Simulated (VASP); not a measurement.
An input for Ansatz (written as the equivalent of a VASP run, and not itself run):

Ansatz 0.2 input:
```yaml
crystal:
  lattice:
    - [0.0000000, 2.7163571, 2.7163571]
    - [2.7163571, 0.0000000, 2.7163571]
    - [2.7163571, 2.7163571, 0.0000000]
  atoms:
    - { symbol: Cd, position: [0.0000000, 0.0000000, 0.0000000] }
    - { symbol: F, position: [0.2500000, 0.2500000, 0.2500000] }
    - { symbol: F, position: [0.7500000, 0.7500000, 0.7500000] }
kpoints:
  mp_grid: { grid: [7, 7, 7] }
hamiltonian:
  xc: r2scan
  dispersion: rvv10
  pseudopotentials: { kind: paw }
scf:
  occupations: { method: gaussian, width: 0.05 }
  max_iter: 100
output: { forces: true, stress: true, eigenvalues: true }
```

Task: Translate this input to VASP (INCAR, KPOINTS, POSCAR, choice of POTCAR).

Result: One answer among several that fit: 
INCAR:
```
ALGO = Normal
BPARAM = 11.95
CPARAM = 0.0093
EDIFF = 1E-7
ENCUT = 520
ISIF = 2
ISMEAR = 0
LASPH = .TRUE.
LCHARG = .FALSE.
LMAXMIX = 4
LMIXTAU = .TRUE.
LREAL = .FALSE.
LUSE_VDW = .TRUE.
LWAVE = .FALSE.
METAGGA = R2SCAN
NELM = 100
PREC = Accurate
SIGMA = 0.05
SYSTEM = CdF2
```

KPOINTS:
```
Automatic mesh
0
G
7 7 7
0 0 0
```

POSCAR:
```
CdF2
3.8415090
  0.0000000000   0.7071067877   0.7071067877
  0.7071067877   0.0000000000   0.7071067877
  0.7071067877   0.7071067877   0.0000000000
Cd F
1 2
Cart
  0.0000000000   0.0000000000   0.0000000000
  0.3535533938   0.3535533938   0.3535533938
  1.0606601815   1.0606601815   1.0606601815
```

POTCAR, in this order: Cd F (PBE.64 set). Program: vasp_std.

Limits of the translation: each code has its own PAW files, so the cut-off isn't converted (ENCUT is set for VASP's; basis.ecutwfc is left out, and Ansatz then takes the one that its files recommend); Ansatz stops its SCF on the density residual and VASP on the energy change (EDIFF).

The compound is CdF2 in the fluorite structure. This cell is one point of a volume scan, at 1.03 of the reference volume.
